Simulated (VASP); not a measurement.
# Si7SbO16 (a cell with a defect) (Cristobalite) in VASP: a series of runs, part 2 of 2

VASP 6.6.1.

**3. Electric field gradients, PBE**

File INCAR:

```
PREC     = Accurate       # precision mode
ENCUT    = 520            # plane-wave cutoff, eV
EDIFF    = 1E-8           # SCF threshold, eV
ISMEAR   = -1             # smearing method
SIGMA    = 0.01           # smearing width, eV
LREAL    = Auto         
LASPH    = True           # aspherical terms in the spheres
NELM     = 100            # most SCF steps
ALGO     = Fast           # electronic algorithm
ISIF     = 2              # what is computed and relaxed
LWAVE    = False          # write WAVECAR
LCHARG   = False          # write CHGCAR
GGA      = PE             # functional
LEFG     = True         
NELECT   = 128.0        
NBANDS   = 82             # bands
```

File KPOINTS:

```
Automatic mesh
0
Gamma
  3 3 3
```

File POSCAR:

```
Si7SbO16
1.0
    0.0000000000      4.9820000000      6.9630000000
    4.9820000000      0.0000000000      6.9630000000
    4.9820000000      4.9820000000      0.0000000000
Sb Si O
1 7 16
Direct
    0.0000000000      0.0000000000      0.2989700000
    0.5000000000      0.5000000000      0.7989700000
    0.4239700000      0.8260300000      0.3750000000
    0.9239700000      0.3260300000      0.8750000000
    0.2500000000      0.2500000000      0.4510300000
    0.7500000000      0.7500000000      0.9510300000
    0.0760300000      0.6739700000      0.1250000000
    0.5760300000      0.1739700000      0.6250000000
    0.0208550000      0.1572750000      0.0826150000
    0.5208550000      0.6572750000      0.5826150000
    0.3857450000      0.0423850000      0.3541450000
    0.8857450000      0.5423850000      0.8541450000
    0.4072750000      0.2708550000      0.4892550000
    0.9072750000      0.7708550000      0.9892550000
    0.2923850000      0.6357450000      0.9677250000
    0.7923850000      0.1357450000      0.4677250000
    0.1142550000      0.4576150000      0.2822750000
    0.6142550000      0.9576150000      0.7822750000
    0.0927250000      0.2291450000      0.6673850000
    0.5927250000      0.7291450000      0.1673850000
    0.2076150000      0.8642550000      0.3958550000
    0.7076150000      0.3642550000      0.8958550000
    0.4791450000      0.3427250000      0.7607450000
    0.9791450000      0.8427250000      0.2607450000
```

Potentials or basis: VASP PAW PBE potentials, release 64 (Sb, Si, O).

The run is started by

```
$ cat potpaw_PBE.64/Sb/POTCAR potpaw_PBE.64/Si/POTCAR potpaw_PBE.64/O/POTCAR > POTCAR
$ mpirun -np 1 vasp_std > vasp.out
```

OUTCAR:

```text
PREC = Accurate
   ENCUT = 520
   EDIFF = 1E-8
   ISMEAR = -1
   LREAL = Auto
   LASPH = True
   NELM = 100
   ISIF = 2
   GGA = PE
   NELECT = 128.0

 ion  position               nearest neighbor table
   1  0.000  0.000  0.299-  24 1.60   9 1.60  21 1.61  16 1.61   3 3.08   4 3.08   7 3.08   8 3.08

   2  0.500  0.500  0.799-  23 1.60  10 1.60  22 1.61  15 1.61   3 3.08   4 3.08   7 3.08   8 3.08

   3  0.424  0.826  0.375-  11 1.60  21 1.60  20 1.61  10 1.61   1 3.08   2 3.08   5 3.08   6 3.08
[... 13 lines left out ...]
  11  0.386  0.042  0.354-   3 1.60   5 1.61
  12  0.886  0.542  0.854-   4 1.60   6 1.61
  13  0.407  0.271  0.489-   5 1.60   8 1.61
  14  0.907  0.771  0.989-   6 1.60   7 1.61
[... 8 lines left out ...]
  23  0.479  0.343  0.761-   2 1.60   8 1.61
  24  0.979  0.843  0.261-   1 1.60   7 1.61

  LATTYP: Found a body centered tetragonal cell.
 ALAT       =     7.0456119677
 C/A-ratio  =     1.9765493847

  Lattice vectors:

 A1 = (  -4.9820000000,   0.0000000000,   6.9630000000)
 A2 = (   4.9820000000,   0.0000000000,   6.9630000000)
 A3 = (   0.0000000000,   4.9820000000,  -6.9630000000)

Analysis of symmetry for initial positions (statically):
=====================================================================
 Subroutine PRICEL returns:
[... 1050 lines left out ...]

  energy  without entropy=     -176.6898689666  energy(sigma->0) =     -176.68986897

 Electric field gradients (V/A^2)
---------------------------------------------------------------------
 ion       V_xx      V_yy      V_zz      V_xy      V_xz      V_yz
---------------------------------------------------------------------
   1       9.642     9.642   -19.284    -1.434     6.988    -6.988
   2       0.852     0.852    -1.704    -0.676     0.413    -0.414
   3      -1.859     2.220    -0.361    -1.378     0.613     7.482
   4      -2.780     5.437    -2.657     1.342     0.776    -2.813
   5       0.923     0.432    -1.355     0.131    -1.668     2.140
   6       0.432     0.923    -1.355     0.131    -2.141     1.667
[... 16 lines left out ...]
  23      46.617   -47.538     0.921    16.868    55.314    13.057
  24      42.856   -49.673     6.818    18.690    61.826    14.614
---------------------------------------------------------------------

 Electric field gradients after diagonalization (V/A^2)
 (convention: |V_zz| > |V_xx| > |V_yy|)
----------------------------------------------------------------------
 ion       V_xx      V_yy      V_zz     asymmetry (V_yy - V_xx)/ V_zz
----------------------------------------------------------------------
   1      14.009     8.208   -22.217       0.261
   2       1.630     0.176    -1.807       0.805
   3      -7.021    -1.543     8.563       0.640
   4      -4.399    -2.041     6.440       0.366
   5       2.452     0.850    -3.302       0.485
   6       2.452     0.850    -3.302       0.485
[... 16 lines left out ...]
  23     -51.046   -35.937    86.982       0.174
  24     -53.628   -39.546    93.174       0.151
----------------------------------------------------------------------

           NMR quadrupolar parameters

 Cq : quadrupolar parameter    Cq=e*Q*V_zz/h
 eta: asymmetry parameters     (V_yy - V_xx)/ V_zz
 Q  : nuclear electric quadrupole moment in mb (millibarn)
----------------------------------------------------------------------
 ion       Cq(MHz)       eta       Q (mb)
----------------------------------------------------------------------
   1      -0.054       0.261       1.000
   2      -0.004       0.805       1.000
   3       0.021       0.640       1.000
   4       0.016       0.366       1.000
   5      -0.008       0.485       1.000
   6      -0.008       0.485       1.000
[... 16 lines left out ...]
  23       0.210       0.174       1.000
  24       0.225       0.151       1.000
----------------------------------------------------------------------
```

stdout:

```text
POSCAR found type information on POSCAR SbSiO
 POSCAR found :  3 types and      24 ions
 scaLAPACK will be used
 LDA part: xc-table for (Slater+PW92), standard interpolation
 POSCAR, INCAR and KPOINTS ok, starting setup
 FFT: planning ... GRIDC
 FFT: planning ... GRID_SOFT
 FFT: planning ... GRID
 WAVECAR not read
 entering main loop
 the old and the new charge density differ
 old charge density:   129.00000 new  128.00000
    0.472E+01
ion   1

ion   2

ion   3
     0.0000353     0.0163209    -0.1941035     0.4562706    -0.0319534     0.0184027
     0.0000487     0.0163209    -0.1941035     0.4562706    -0.0319534     0.0184027
     0.0000670     0.0163209    -0.1941035     0.4562706    -0.0319534     0.0184027
     0.0000923     0.0163209    -0.1941035     0.4562706    -0.0319534     0.0184027

     0.0000353     0.9683420    -5.7713594     0.8206901    -0.5059741     1.4352866
     0.0000487     0.9683409    -5.7713529     0.8206898    -0.5059736     1.4352850
     0.0000670     0.9683390    -5.7713421     0.8206893    -0.5059727     1.4352822
     0.0000923     0.9683360    -5.7713243     0.8206883    -0.5059712     1.4352777
[... 100 lines left out ...]
ion  13
     0.0000293    -2.7319890   -12.9879268    -0.6649314    -2.1868953     9.4095617
     0.0000403    -2.7319890   -12.9879267    -0.6649314    -2.1868953     9.4095616
     0.0000555    -2.7319889   -12.9879265    -0.6649313    -2.1868952     9.4095615
     0.0000765    -2.7319888   -12.9879261    -0.6649313    -2.1868952     9.4095612

     0.0000293   -10.8586542   -47.7608445    -2.2978368    -8.6459344    35.2538191
     0.0000403   -10.8586521   -47.7608357    -2.2978364    -8.6459328    35.2538125
     0.0000555   -10.8586486   -47.7608207    -2.2978357    -8.6459300    35.2538013
     0.0000765   -10.8586427   -47.
```

It took 8.6 min on 1 thread of Intel Xeon 6975P-C (Granite Rapids), shared host; peak memory 0.59 GiB.

Results:

| Property | Result |
| --- | --- |
| Free energy | -176.6899 eV |
| Largest force | 17.728 eV/Å |
| Band gap on the k mesh | 5.01 eV, direct |

Forces in eV/Å, atoms in the order of the input:
```
Sb    0.058   0.058   0.000
Si    0.050   0.050   0.000
Si   -0.428   1.734   1.338
Si   -0.401  -1.614   1.123
Si   -0.064  -0.115   0.047
Si   -0.115  -0.064  -0.047
Si   -1.614  -0.401  -1.123
Si    1.734  -0.428  -1.338
O    -3.284 -10.453  13.937
O    -0.081  -0.143   0.295
O    -0.240  -0.270   0.025
O    -0.179   0.121   0.211
O    -0.080   0.150   0.749
O     0.261   0.057   0.641
O     0.689   0.068   0.376
O    16.122  -1.957  -4.795
O     0.121  -0.179  -0.211
O    -0.270  -0.240  -0.025
O     0.057   0.261  -0.641
O     0.150  -0.080  -0.749
O    -1.957  16.122   4.795
O     0.068   0.689  -0.376
O    -0.143  -0.081  -0.295
O   -10.453  -3.284 -13.937
```

Electric field gradients, principal values (V/Å²):
```
atom      Vxx      Vyy      Vzz
1 Sb    8.208   14.009  -22.217
2 Si    0.176    1.630   -1.807
3 Si   -1.543   -7.021    8.563
4 Si   -2.041   -4.399    6.440
5 Si    0.850    2.452   -3.302
6 Si    0.850    2.452   -3.302
7 Si   -2.041   -4.399    6.439
8 Si   -1.543   -7.022    8.564
 9 O  -39.542  -53.626   93.168
10 O  -35.934  -51.043   86.977
11 O  -35.536  -50.829   86.365
12 O  -36.071  -51.309   87.380
13 O  -39.406  -48.700   88.106
14 O  -37.912  -50.645   88.557
15 O  -37.539  -51.421   88.960
16 O  -38.400  -54.214   92.614
17 O  -36.065  -51.312   87.377
18 O  -35.534  -50.828   86.362
19 O  -37.908  -50.643   88.551
20 O  -39.403  -48.697   88.100
21 O  -38.405  -54.212   92.617
22 O  -37.544  -51.419   88.963
23 O  -35.937  -51.046   86.982
24 O  -39.546  -53.628   93.174
```

Caveat: the cell carries a net charge on a neutralising background, which shifts energy and pressure; the cell is charged against a uniform background, so pressure and absolute levels hang on convention; spin-orbit coupling is left out, which moves the levels of the heavy elements. As with any semilocal functional, this PBE gap is likely too small.
